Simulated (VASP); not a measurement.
Shape and ions are relaxed at each volume.

Energy against volume of Sc (hcp). Method: revPBE GGA, VASP's PBE PAW potentials (set 64) (plane waves; VASP).

```
V (Å³/atom)  E (eV/atom)
-----------  -----------
23.815          -5.97946
24.575          -5.99215
25.335          -5.99644
26.095          -5.99334
26.855          -5.98376
```

Problem. Fit a third-order Birch-Murnaghan equation of state.

Solution. 
The volume per atom is 25.38 Å³/atom and the bulk modulus comes out as 51.5 GPa. The pressure derivative of the bulk modulus is 3.31.

The compound is Sc in the hcp structure. It was relaxed first.
